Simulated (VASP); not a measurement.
# InP: GW quasiparticle gap, part 2 of 7

How does the gap of InP change from the starting functional to GW? The cell is of the zinc-blende type, one of the forms listed for this formula. The start is a cell from a database of measured crystal structures.

VASP 6.6.1, plane waves and PAW; the level of theory is named at each step.

So far, gap on the k-mesh (eV): step 3 (empty bands, functional LDA) 0.500.

The database entry behind the starting cell differs from later determinations by our own check (0.1 to 0.3 % short, probably kX units), so it need not match the best structure at ambient conditions.

## (4) evGW0

This step: evGW0 on LDA; plane waves and PAW (In_d_GW, P_GW) (VASP 6.6.1).

The lowest NBANDSGW levels in G are updated for four passes while W stays fixed, so the result depends less on the starting levels.

INCAR

```
SYSTEM = InP
PREC = Accurate
ENCUT = 300
ISMEAR = 0
SIGMA = 0.01
LREAL = .FALSE.
GGA = CA
NBANDS = 280
ALGO = EVGW0
NELMGW = 4
ENCUTGW = 180
NOMEGA = 48
PRECFOCK = Fast
NBANDSGW = 20
LWAVE = .FALSE.
LCHARG = .FALSE.
```

POSCAR

```
InP
1.0
    0.0000000000      2.9305000000      2.9305000000
    2.9305000000      0.0000000000      2.9305000000
    2.9305000000      2.9305000000      0.0000000000
In P
1 1
Direct
    0.0000000000      0.0000000000      0.0000000000
    0.7500000000      0.7500000000      0.7500000000
```

KPOINTS

```
Automatic mesh
0
Gamma
6 6 6
0 0 0
```

The projector-augmented-wave data sets are In_d_GW and P_GW (LDA family, release 64).

On the command line:

```console
$ mpirun -np 4 vasp_std
```

Log:

```text
[banner, memory and clock lines left out]
running    4 mpi-ranks, on    1 nodes
 distrk:  each k-point on    4 cores,    1 groups
 distr:  one band on    1 cores,    4 groups

 POSCAR found type information on POSCAR InP
 POSCAR found :  2 types and       2 ions
|                                                                             |
|           W    W    AA    RRRRR   N    N  II  N    N   GGGG   !!!           |
|           W    W   A  A   R    R  NN   N  II  NN   N  G    G  !!!           |
|           W    W  A    A  R    R  N N  N  II  N N  N  G       !!!           |
|           W WW W  AAAAAA  RRRRR   N  N N  II  N  N N  G  GGG   !            |
|           WW  WW  A    A  R   R   N   NN  II  N   NN  G    G                |
|           W    W  A    A  R    R  N    N  II  N    N   GGGG   !!!           |
|                                                                             |
|     The default for ENCUTGWSOFT is different in this version of VASP.       |
|     please manually set ENCUTGWSOFT =180 in the INCAR file.                 |
|                                                                             |

 LDA part: xc-table for (Slater(with rela. corr.)+CA(PZ))
 , standard interpolation
 found WAVECAR, reading the header
 POSCAR, INCAR and KPOINTS ok, starting setup
 FFT: planning ... GRIDC
 FFT: planning ... GRID_SOFT
 FFT: planning ... GRID
 reading WAVECAR
 the WAVECAR file was read successfully
 initial charge from wavefunction
 available memory per node:     64.69 GB, setting MAXMEM to     66239

 The Fermi energy was updated, please check that it is located mid-gap
 values below the HOMO (VB) or above the LUMO (CB) will cause erroneous energies
 E-fermi :   3.9853

 calculate exact exchange contribution
 the WAVEDER file was read successfully
energies w=
    0.000    0.000    0.219    0.000    0.438    0.000    0.654    0.000
    0.868    0.000    1.079    0.000    1.286    0.000    1.490    0.000
    1.689    0.000    1.885    0.000    2.078    0.000    2.267    0.000
    2.454    0.000    2.638    0.000    2.821    0.000    3.004    0.000
    3.186    0.000    3.369    0.000    3.553    0.000    3.740    0.000
    3.931    0.000    4.126    0.000    4.327    0.000    4.536    0.000
    4.753    0.000    4.980    0.000    5.222    0.000    5.479    0.000
    5.754    0.000    6.051    0.000    6.375    0.000    6.732    0.000
    7.129    0.000    7.573    0.000    8.079    0.000    8.661    0.000
    9.341    0.000   10.148    0.000   11.123    0.000   12.330    0.000
   13.861    0.000   15.870    0.000   18.622    0.000   22.616    0.000
   28.919    0.000   40.306    0.000   66.934    0.000  199.746    0.000
 responsefunction array rank=     288
 LDA part: xc-table for (Slater(with rela. corr.)+CA(PZ))
 , standard interpolation

 min. memory requirement per mpi rank    489.0 MB, per node   1956.1 MB

 allocating  12 responsefunctions rank=   288
 shmem allocating  48 responsefunctions rank=   288
 response function shared by NCSHMEM nodes    1
 Doing           12  frequencies on each core in blocks of           48
NQ=   1    0.0000    0.0000    0.0000,
|.........|.........|.........|.........|.........|.........|.........|.........
 performed       1232000 updates of chi_q(r,r)
 total number of BLAS operations        789.90 Gflops
NQ=   2    0.1667    0.0000    0.0000,
|.........|.........|.........|.........|.........|.........|.........|.........
 performed       3226000 updates of chi_q(r,r)
 total number of BLAS operations       2014.16 Gflops
NQ=   3    0.3333    0.0000    0.0000,
|.........|.........|.........|.........|.........|.........|.........|.........
 performed       5220000 updates of chi_q(r,r)
 total number of BLAS operations       3274.03 Gflops
NQ=   4    0.5000    0.0000    0.0000,
|.........|.........|.........|.........|.........|.........|.........|.........
 performed       6945000 updates of chi_q(r,r)
 total number of BLAS operations       4295.39 Gflops
NQ=   5    0.1667    0.1667    0.0000,
|.........|.........|.........|.........|.........|.........|.........|.........
 performed       8939000 updates of chi_q(r,r)
 total number of BLAS operations       5573.25 Gflops
NQ=   6    0.3333    0.1667    0.0000,
|.........|.........|.........|.........|.........|.........|.........|.........
 performed      11896000 updates of chi_q(r,r)
 total number of BLAS operations       7508.65 Gflops
NQ=   7    0.5000    0.1667    0.0000,
|.........|.........|.........|.........|.........|.........|.........|.........
 performed      14853000 updates of chi_q(r,r)
 total number of BLAS operations       9324.14 Gflops
NQ=   8   -0.3333    0.1667    0.0000,
|.........|.........|.........|.........|.........|.........|.........|.........
 performed      17810000 updates of chi_q(r,r)
 total number of BLAS operations      11087.59 Gflops
NQ=   9   -0.1667    0.1667    0.0000,
|.........|.........|.........|.........|.........|.........|.........|.........
 performed      20409000 updates of chi_q(r,r)
 total number of BLAS operations      12706.21 Gflops
NQ=  10    0.3333    0.3333    0.0000,
|.........|.........|.........|.........|.........|.........|.........|.........
 performed      22403000 updates of chi_q(r,r)
 total number of BLAS operations      13904.09 Gflops
NQ=  11    0.5000    0.3333    0.0000,
|.........|.........|.........|.........|.........|.........|.........|.........
 performed      25360000 updates of chi_q(r,r)
 total number of BLAS operations      15654.64 Gflops
NQ=  12   -0.3333    0.3333    0.0000,
|.........|.........|.........|.........|.........|.........|.........|.........
 performed      27959000 updates of chi_q(r,r)
 total number of BLAS operations      17148.15 Gflops
NQ=  13    0.5000    0.5000    0.0000,
|.........|.........|.........|.........|.........|.........|.........|.........
 performed      29527000 updates of chi_q(r,r)
 total number of BLAS operations      18174.75 Gflops
NQ=  14    0.5000    0.3333    0.1667,
|.........|.........|.........|.........|.........|.........|.........|.........
 performed      32820000 updates of chi_q(r,r)
 total number of BLAS operations      20152.95 Gflops
NQ=  15   -0.3333    0.3333    0.1667,
|.........|.........|.........|.........|.........|.........|.........|.........
 performed      35934000 updates of chi_q(r,r)
 total number of BLAS operations      22023.51 Gflops
NQ=  16   -0.3333    0.5000    0.1667,
|.........|.........|.........|.........|.........|.........|.........|.........
 performed      38544000 updates of chi_q(r,r)
 total number of BLAS operations      23501.15 Gflops
 resolving degeneracies of screened two electron integrals

[...]
total number of BLAS operations      22023.51 Gflops
NQ=  16   -0.3333    0.5000    0.1667,
|.........|.........|.........|.........|.........|.........|.........|.........
 performed      38544000 updates of chi_q(r,r)
 total number of BLAS operations      23501.15 Gflops
 resolving degeneracies of screened two electron integrals

 calculate QP shifts <psi_nk| G(iteration)W_0 |psi_nk>: iteration 2
 allocating  12 responsefunctions rank=   288
 shmem allocating  48 responsefunctions rank=   288
 response function shared by NCSHMEM nodes    1
 Doing           12  frequencies on each core in blocks of           48
NQ=   1    0.0000    0.0000    0.0000,
|.........|.........|.........|.........|.........|.........|.........|.........
 performed       1232000 updates of chi_q(r,r)
 total number of BLAS operations        789.90 Gflops
NQ=   2    0.1667    0.0000    0.0000,
|.........|.........|.........|.........|.........|.........|.........|.........
 performed       3226000 updates of chi_q(r,r)
 total number of BLAS operations       2014.16 Gflops
NQ=   3    0.3333    0.0000    0.0000,
|.........|.........|.........|.........|.........|.........|.........|.........
 performed       5220000 updates of chi_q(r,r)
 total number of BLAS operations       3274.03 Gflops
NQ=   4    0.5000    0.0000    0.0000,
|.........|.........|.........|.........|.........|.........|.........|.........
 performed       6945000 updates of chi_q(r,r)
 total number of BLAS operations       4295.39 Gflops
NQ=   5    0.1667    0.1667    0.0000,
|.........|.........|.........|.........|.........|.........|.........|.........
 performed       8939000 updates of chi_q(r,r)
 total number of BLAS operations       5573.25 Gflops
NQ=   6    0.3333    0.1667    0.0000,
|.........|.........|.........|.........|.........|.........|.........|.........
 performed      11896000 updates of chi_q(r,r)
 total number of BLAS operations       7508.65 Gflops
NQ=   7    0.5000    0.1667    0.0000,
|.........|.........|.........|.........|.........|.........|.........|.........
 performed      14853000 updates of chi_q(r,r)
 total number of BLAS operations       9324.14 Gflops
NQ=   8   -0.3333    0.1667    0.0000,
|.........|.........|.........|.........|.........|.........|.........|.........
 performed      17810000 updates of chi_q(r,r)
 total number of BLAS operations      11087.59 Gflops
NQ=   9   -0.1667    0.1667    0.0000,
|.........|.........|.........|.........|.........|.........|.........|.........
 performed      20409000 updates of chi_q(r,r)
 total number of BLAS operations      12706.21 Gflops
NQ=  10    0.3333    0.3333    0.0000,
|.........|.........|.........|.........|.........|.........|.........|.........
 performed      22403000 updates of chi_q(r,r)
 total number of BLAS operations      13904.09 Gflops
NQ=  11    0.5000    0.3333    0.0000,
|.........|.........|.........|.........|.........|.........|.........|.........
 performed      25360000 updates of chi_q(r,r)
 total number of BLAS operations      15654.64 Gflops
NQ=  12   -0.3333    0.3333    0.0000,
|.........|.........|.........|.........|.........|.........|.........|.........
 performed      27959000 updates of chi_q(r,r)
 total number of BLAS operations      17148.15 Gflops
NQ=  13    0.5000    0.5000    0.0000,
|.........|.........|.........|.........|.........|.........|.........|.........
 performed      29527000 updates of chi_q(r,r)
 total number of BLAS operations      18174.75 Gflops
NQ=  14    0.5000    0.3333    0.1667,
|.........|.........|.........|.........|.........|.........|.........|.........
 performed      32820000 updates of chi_q(r,r)
 total number of BLAS operations      20152.95 Gflops
NQ=  15   -0.3333    0.3333    0.1667,
|.........|.........|.........|.........|.........|.........|.........|.........
 performed      35934000 updates of chi_q(r,r)
 total number of BLAS operations      22023.51 Gflops
NQ=  16   -0.3333    0.5000    0.1667,
|.........|.........|.........|.........|.........|.........|.........|.........
 performed      38544000 updates of chi_q(r,r)
 total number of BLAS operations      23501.15 Gflops
 resolving degeneracies of screened two electron integrals

 calculate QP shifts <psi_nk| G(iteration)W_0 |psi_nk>: iteration 3
 allocating  12 responsefunctions rank=   288
 shmem allocating  48 responsefunctions rank=   288
 response function shared by NCSHMEM nodes    1
 Doing           12  frequencies on each core in blocks of           48
NQ=   1    0.0000    0.0000    0.0000,
|.........|.........|.........|.........|.........|.........|.........|.........
 performed       1232000 updates of chi_q(r,r)
 total number of BLAS operations        789.90 Gflops
NQ=   2    0.1667    0.0000    0.0000,
|.........|.........|.........|.........|.........|.........|.........|.........
 performed       3226000 updates of chi_q(r,r)
 total number of BLAS operations       2014.16 Gflops
NQ=   3    0.3333    0.0000    0.0000,
|.........|.........|.........|.........|.........|.........|.........|.........
 performed       5220000 updates of chi_q(r,r)
 total number of BLAS operations       3274.03 Gflops
NQ=   4    0.5000    0.0000    0.0000,
|.........|.........|.........|.........|.........|.........|.........|.........
 performed       6945000 updates of chi_q(r,r)
 total number of BLAS operations       4295.39 Gflops
NQ=   5    0.1667    0.1667    0.0000,
|.........|.........|.........|.........|.........|.........|.........|.........
 performed       8939000 updates of chi_q(r,r)
 total number of BLAS operations       5573.25 Gflops
NQ=   6    0.3333    0.1667    0.0000,
|.........|.........|.........|.........|.........|.........|.........|.........
 performed      11896000 updates of chi_q(r,r)
 total number of BLAS operations       7508.65 Gflops
NQ=   7    0.5000    0.1667    0.0000,
|.........|.........|.........|.........|.........|.........|.........|.........
 performed      14853000 updates of chi_q(r,r)
 total number of BLAS operations       9324.14 Gflops
NQ=   8   -0.3333    0.1667    0.0000,
|.........|.........|.........|.........|.........|.........|.........|.........
 performed      17810000 updates of chi_q(r,r)
 total number of BLAS operations      11087.59 Gflops
NQ=   9   -0.1667    0.1667    0.0000,
|.........|.........|.........|.........|.........|.........|.........|.........
 performed      20409000 updates of chi_q(r,r)
 total number of BLAS operations      12706.21 Gflops
NQ=  10    0.3333    0.3333    0.0000,
|.........|.........|.........|.........|.........|.........|.........|.........
 performed      22403000 updates of chi_q(r,r)
 total number of BLAS operations      13904.09 Gflops
NQ=  11    0.5000    0.3333    0.0000,
|.........|.........|.........|.........|.........|.........|.........|.........
 performed      25360000 updates of chi_q(r,r)
 total number of BLAS operations      15654.64 Gflops
NQ=  12   -0.3333    0.3333    0.0000,
|.........|.........|.........|.........|.........|.........|.........|.........
 performed      27959000 updates of chi_q(r,r)
 total number of BLAS operations      17148.15 Gflops
NQ=  13    0.5000    0.5000    0.0000,
|.........|.........|.........|.........|.........|.........|.........|.........
 performed      29527000 updates of chi_q(r,r)
 total number of BLAS operations      18174.75 Gflops
NQ=  14    0.5000    0.3333    0.1667,
|.........|.........|.........|.........|.........|.........|.........|.........
 performed      32820000 updates of chi_q(r,r)
 total number of BLAS operations      20152.95 Gflops
NQ=  15   -0.3333    0.3333    0.1667,
|.........|.........|.........|.........|.........|.........|.........|.........
 performed      35934000 updates of chi_q(r,r)
 total number of BLAS operations      22023.51 Gflops
NQ=  16   -0.3333    0.5000    0.1667,
|.........|.........|.........|.........|.........|.........|.........|.........
 performed      38544000 updates of chi_q(r,r)
 total number of BLAS operations      23501.15 Gflops
 resolving degeneracies of screened two electron integrals

 calculate QP shifts <psi_nk| G(iteration)W_0 |psi_nk>: iteration 4
 entering main loop
```

It took 32 min on 4 MPI ranks of AMD EPYC 9R45, shared host; peak memory 1.9 GiB; 2.1 h of CPU time.

(Continued in part 3 of 7.)

[Lines on the potential files, build, host, timing and source positions are cut from VASP's logs without a mark.]

[Logs are printed without paths, hosts, clocks, repeated set-up lines and the standing remarks that a program may print on its own settings, such as how far it seeks lower states.]

[Hosts, paths, dates, database ids (printed as entryN), source tags and the programs' standing remarks are cut or masked in the printed files.]

[Pressures printed for these runs are not shown converged in the cutoff: they can be off by several GPa and have the wrong sign.]
